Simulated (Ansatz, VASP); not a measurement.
## One calculation of KRb, two programs

File INCAR:

```
PREC     = Accurate       # precision mode
ENCUT    = 600            # plane-wave cutoff, eV
EDIFF    = 1E-6           # SCF threshold, eV
ISMEAR   = 0              # smearing method
SIGMA    = 0.1            # smearing width, eV
LREAL    = F              # projectors in reciprocal space
LASPH    = T              # aspherical terms in the spheres
NELM     = 100            # most SCF steps
ALGO     = Normal         # electronic algorithm
ISIF     = 3              # what is computed and relaxed
LWAVE    = F              # write WAVECAR
LCHARG   = F              # write CHGCAR
GGA      = PS             # functional
IBRION   = 2              # ionic algorithm
NSW      = 100            # ionic steps
EDIFFG   = -0.005         # ionic threshold
```

KPOINTS

```
regular mesh
0
Gamma
  8 8 6
```

Contents of POSCAR:

```
KRb
1.0
    4.9510569443      0.0000000000      0.0000000000
    0.0000000000      4.9510569443      0.0000000000
    0.0000000000      0.0000000000      7.0018518787
K Rb
1 1
Direct
    0.0000000000      0.0000000000      0.0000000000
    0.5000000000      0.5000000000      0.5000000000
```

Input for Ansatz:

```yaml
crystal:
  lattice:
    - [4.9510569443, 0.0, 0.0]
    - [0.0, 4.9510569443, 0.0]
    - [0.0, 0.0, 7.0018518787]
  atoms:
    - { symbol: K, position: [0.0, 0.0, 0.0] }
    - { symbol: Rb, position: [0.5, 0.5, 0.5] }
basis:
  ecutwfc: 420
kpoints:
  mp_grid: { grid: [8, 8, 6] }
hamiltonian:
  xc: pbesol
scf:
  occupations: { method: gaussian, width: 0.1 }
output:
  forces: true
  stress: true
  eigenvalues: true
relax:
  adjacent_minimum: "off"
  f_tol: 0.005
  max_steps: 80
  cell: { stress_tol: 0.05 }
```

The cell comes from a database or a generator and needn't be the stable form of this composition.

Alike in both runs: task relaxation of cell and atoms; functional PBEsol; k mesh 8 × 8 × 6; occupations gaussian, width 0.1 eV; no spin polarisation.

```csv
,VASP,Ansatz
version,VASP 6.6.1,Ansatz 0.2.0
potentials or method,"VASP PAW PBE potentials, release 64 (K_sv, Rb_sv)","scalar-relativistic, plane waves, PAW"
plane-wave cutoff (eV),600,420
valence electrons in the cell,18,18
```

```tsv
	VASP	Ansatz	Ansatz less VASP
gap on the k mesh at the Fermi level, each at its own relaxed structure (eV)	none	none	-
relaxed volume (Å³/atom)	78.74	78.91	+0.170
relaxed cell length with the largest relative difference (Å)	4.811	4.815	+0.0038
energy change over the relaxation (meV/atom)	-6	-6	0.0
```

A gap of «none» marks a metal or a gap that the smearing closes.

Caveats: the PAW data sets were made with another functional, which shifts forces and pressure a little (VASP).
